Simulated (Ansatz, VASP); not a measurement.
# Cross-check of ScOs2 between VASP and Ansatz, part 2 of 2

Aim: how closely do two programs agree when they are given the same cell, functional and k mesh? The cell is taken from a series of runs on this material, whose earlier steps may have relaxed, scaled, displaced or heated it; both programs get it as it stands.

VASP 6.6.1 and Ansatz 0.2.0.

So far: The starting structure; Ansatz: relaxation of cell and atoms, PBEsol; VASP: relaxation of cell and atoms, PBEsol.

**3. VASP: relaxation of cell and atoms, PBEsol (continued)**

Level of this step: PBEsol; plane waves and PAW (Sc_sv, Os) (VASP).

Numbers of over 12 decimals in the logs are rounded to 6 here.

From OUTCAR (step 3):

```text
ion  position               nearest neighbor table
   1  0.333  0.667  0.433-   7 3.01  11 3.01   8 3.01   8 3.01   7 3.01  11 3.01  12 3.03  12 3.03
                            12 3.03   6 3.04   9 3.04   5 3.04   4 3.10   2 3.19   2 3.19   2 3.19
   2  0.667  0.333  0.567-   9 3.01   6 3.01   5 3.01   5 3.01   6 3.01   9 3.01  12 3.03  12 3.03
                            12 3.03   8 3.04   7 3.04  11 3.04   3 3.10   1 3.19   1 3.19   1 3.19
   3  0.667  0.333  0.933-   9 3.01   6 3.01   5 3.01   5 3.01   6 3.01   9 3.01  10 3.03  10 3.03
                            10 3.03   8 3.04   7 3.04  11 3.04   2 3.10   4 3.19   4 3.19   4 3.19
   4  0.333  0.667  0.067-   7 3.01  11 3.01   8 3.01   8 3.01   7 3.01  11 3.01  10 3.03  10 3.03
                            10 3.03   6 3.04   9 3.04   5 3.04   1 3.10   3 3.19   3 3.19   3 3.19
   5  0.173  0.346  0.750-   6 2.48   9 2.48  10 2.62  12 2.62   6 2.68   9 2.68   3 3.01   3 3.01
                             2 3.01   2 3.01   1 3.04   4 3.04
   6  0.173  0.827  0.750-   5 2.48   9 2.48  10 2.62  12 2.62   9 2.68   5 2.68   3 3.01   2 3.01
                             3 3.01   2 3.01   4 3.04   1 3.04
   7  0.346  0.173  0.250-   8 2.48  11 2.48  10 2.62  12 2.62  11 2.68   8 2.68   1 3.01   4 3.01
                             1 3.01   4 3.01   2 3.04   3 3.04
   8  0.827  0.654  0.250-   7 2.48  11 2.48  10 2.62  12 2.62   7 2.68  11 2.68   4 3.01   1 3.01
                             1 3.01   4 3.01   2 3.04   3 3.04
   9  0.654  0.827  0.750-   5 2.48   6 2.48  10 2.62  12 2.62   6 2.68   5 2.68   3 3.01   2 3.01
                             3 3.01   2 3.01   1 3.04   4 3.04
  10  0.000  0.000  0.000-   6 2.62   7 2.62   9 2.62  11 2.62   5 2.62   8 2.62   4 3.03   4 3.03
                             3 3.03   3 3.03   3 3.03   4 3.03
  11  0.827  0.173  0.250-   8 2.48   7 2.48  10 2.62  12 2.62   7 2.68   8 2.68   4 3.01   1 3.01
                             1 3.01   4 3.01   2 3.04   3 3.04
  12  0.000  0.000  0.500-   6 2.62   7 2.62   9 2.62  11 2.62   5 2.62   8 2.62   2 3.03   1 3.03
                             1 3.03   2 3.03   2 3.03   1 3.03

  LATTYP: Found a hexagonal cell.
 ALAT       =     5.1630380000
 C/A-ratio  =     1.6381665213

 Subroutine GETGRP returns: Found 24 space group operations
 (whereof 12 operations were pure point group operations)

The static configuration has the point symmetry D_3d.
 The point group associated with its full space group is D_6h.

 Found     76 irreducible k-points:

   k-points           NKPTS =     76   k-points in BZ     NKDIM =     76   number of bands    NBANDS=     66

   dimension x,y,z NGX =    42 NGY =   42 NGZ =   70
   dimension x,y,z NGXF=    84 NGYF=   84 NGZF=  140

   ENCUT  =  600.0 eV  44.10 Ry    6.64 a.u.  10.31 10.31 16.89*2*pi/ulx,y,z

   NELECT =     108.0000    total number of electrons

 k-points in reciprocal lattice and weights: Automatic mesh
   0.00000000  0.00000000  0.00000000       0.001
   0.08333333 -0.00000000  0.00000000       0.007
   0.16666667 -0.00000000  0.00000000       0.007
   0.25000000  0.00000000  0.00000000       0.007
   0.33333333  0.00000000  0.00000000       0.007
   0.41666667  0.00000000  0.00000000       0.007
   0.50000000  0.00000000  0.00000000       0.003
   0.08333333  0.08333333  0.00000000       0.007
   0.16666667  0.08333333  0.00000000       0.014
[...]
0.33333333  0.25000000  0.50000000       0.014
   0.33333333  0.33333333  0.50000000       0.002

 average (electrostatic) potential at core
       1 -43.4372       2 -43.4372       3 -43.4372       4 -43.4372       5 -44.9803
       6 -44.9804       7 -44.9803       8 -44.9803       9 -44.9804      10 -44.8880
      11 -44.9803      12 -44.8880

 E-fermi :   7.0440

 k-point     1 :       0.0000    0.0000    0.0000
  band No.  band energies     occupation
    ...
     51       6.8977      1.45225
     52       7.1018      0.80954
     53       7.1185      0.75662
     54       7.1185      0.75661
     55       7.1508      0.65825
     56       7.3075      0.29439
     57       7.5469      0.06760
     58       7.6246      0.04082
     59       7.6247      0.04081
     60       7.7294      0.02051
    ...

 k-point     2 :       0.0833   -0.0000    0.0000
  band No.  band energies     occupation
    ...
     50       6.9102      1.41847
     51       6.9642      1.25970
     52       7.0020      1.13884
     53       7.1494      0.66247
     54       7.1958      0.53306
     55       7.2606      0.38184
     56       7.4653      0.11368
     57       7.5602      0.06203
     58       7.6085      0.04536
     59       7.7788      0.01480
    ...

 k-point     3 :       0.1667   -0.0000    0.0000
  band No.  band energies     occupation
    ...
     49       6.5666      1.92032
     50       6.7427      1.76339
     51       6.7848      1.69829
     52       7.0594      0.94845
     53       7.0752      0.89641
     54       7.3461      0.23549
     55       7.3498      0.23040
     56       7.5079      0.08681
     57       7.5218      0.07945
     58       7.6469      0.03530
    ...

  Total       -0.0070888     -0.0070888     -0.0314981      0.0000000      0.0000000      0.0000000
  in kB       -0.0580268     -0.0580268     -0.2578340      0.0000000      0.0000000      0.0000000
  external PRESSURE =      -0.1246292 kB  Pullay stress =       0.0000000 kB

  energy-cutoff  :      600.00
  volume of cell :      195.73
      direct lattice vectors                 reciprocal lattice vectors
     5.163503711  0.000000000  0.000000000     0.193666947  0.111813666  0.000000000
    -2.581751856  4.471725318 -0.000000000    -0.000000000  0.223627331  0.000000000
    -0.000000000 -0.000000000  8.476862433    -0.000000000  0.000000000  0.117968176

 POSITION                                       TOTAL-FORCE (eV/Angst)
 -----------------------------------------------------------------------------------
     -0.00000      2.98115      3.67202        -0.000000     -0.000000      0.000807
      2.58175      1.49058      4.80484        -0.000000     -0.000000     -0.000807
      2.58175      1.49058      7.91045        -0.000000     -0.000000      0.000807
     -0.00000      2.98115      0.56641        -0.000000     -0.000000     -0.000807
     -0.00000      1.54626      6.35765        -0.000000     -0.000677      0.000000
     -1.24265      3.69860      6.35765        -0.000586      0.000338     -0.000000
      1.33910      0.77313      2.11922        -0.000586     -0.000338     -0.000000
      2.58175      2.92547      2.11922        -0.000000      0.000677     -0.000000
      1.24265      3.69860      6.35765         0.000586      0.000338     -0.000000
      5.16350      0.00000      0.00000        -0.000000     -0.000000      0.000000
      3.82441      0.77313      2.11922         0.000586     -0.000338     -0.000000
      2.58175      4.47173      4.23843        -0.000000     -0.000000      0.000000
 -----------------------------------------------------------------------------------
    total drift:                                0.000000     -0.000818      0.000258

  FREE ENERGIE OF THE ION-ELECTRON SYSTEM (eV)
  ---------------------------------------------------
  free  energy   TOTEN  =      -129.1369409581 eV

  energy  without entropy=     -128.3398084272  energy(sigma->0) =     -128.73837469

 reached required accuracy - stopping structural energy minimisation

 total charge
# of ion       s       p       d       tot
------------------------------------------
    1        2.223   6.186   1.050   9.458
    2        2.223   6.186   1.050   9.458
    3        2.223   6.186   1.050   9.458
    4        2.223   6.186   1.050   9.458
    5        0.733   0.707   6.042   7.481
    6        0.733   0.707   6.042   7.481
    7        0.733   0.707   6.042   7.481
    8        0.733   0.707   6.042   7.481
    9        0.733   0.707   6.042   7.481
   10        0.694   0.708   5.997   7.399
   11        0.733   0.707   6.042   7.481
   12        0.694   0.708   5.997   7.399
--------------------------------------------------
tot         14.677  30.398  52.443  97.518

[... 3 further parts left out ...]
```

**4. Side by side**

Known differences besides the potentials themselves: the data sets hold 172 valence electrons in Ansatz (on its PAW soft_1 files) and 108 in VASP; the cutoff is 420 eV in Ansatz and 600 eV in VASP; Ansatz makes its cores anew for this functional, VASP keeps those of its PBE data sets. Total energies have different zeros and are not compared.

Compared:

```
                                         quantity  Ansatz    VASP  difference
                                      volume (Å³)  195.56  195.73     -0.09 %
edge a after relaxation, in the typed setting (Å)   5.162   5.163     -0.04 %
edge c after relaxation, in the typed setting (Å)   8.476   8.477     -0.02 %
```

**5. Outcome**

```
difference in volume (relaxation of cell and atoms, PBEsol) : -0.088 %
```

In words: The difference in volume is -0.088 % (relaxation of cell and atoms, PBEsol), within the 1.2 % picked in this series as the mark of a large difference, as far as the stopping tolerances let one tell. The data sets hold unlike numbers of valence electrons (172 in Ansatz and 108 in VASP), so part of the differences comes from the potentials. How closely two codes agree says nothing of how well the functional describes the real material.

[Lines on the potential files, build, host, timing and source positions are cut from VASP's logs without a mark.]

[Logs are printed without paths, hosts, clocks, repeated set-up lines and the standing remarks that a program may print on its own settings, such as how far it seeks lower states.]

[Hosts, paths, dates, database ids (printed as entryN), source tags and the programs' standing remarks are cut or masked in the printed files.]
